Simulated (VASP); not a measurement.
Consider the following.

```yaml
crystal:
  lattice:
    - [3.86904, 0.00000, 0.00000]
    - [0.00000, 3.86904, 0.00000]
    - [0.00000, 0.00000, 6.68377]
  atoms:
    - { symbol: Sm, position: [0.00000, 0.50000, 0.32084] }
    - { symbol: Sm, position: [0.50000, 0.00000, 0.67916] }
    - { symbol: Co, position: [0.00000, 0.00000, 0.00000] }
    - { symbol: Co, position: [0.50000, 0.50000, 0.00000] }
    - { symbol: P, position: [0.00000, 0.50000, 0.81387] }
    - { symbol: P, position: [0.50000, 0.00000, 0.18613] }
```

The numbers are results of PBEsol GGA, VASP's PBE PAW potentials (set 64) (plane waves; VASP), not measurements. Run with 400 eV cut-off, Gaussian smearing of 0.050 eV, potentials Sm_3 Co P.

The 4f electrons are frozen in the core of the lanthanide potential, so 4f levels, which can set the real gap, and their magnetism are missing.  The run has a spin-polarised start.

### Question
Estimate the cell moment, band gap (along the path) with the smallest direct gap where there is one.

### Answer

- band gap (along the path): none (metal, semimetal or under 0.01 eV)
- cell moment: 2.09 μB

The structure comes from a computed database's SmCoP entry (P4/nmm); how it stands against other phases isn't given here. It was relaxed first, which changed the volume by -12 %.
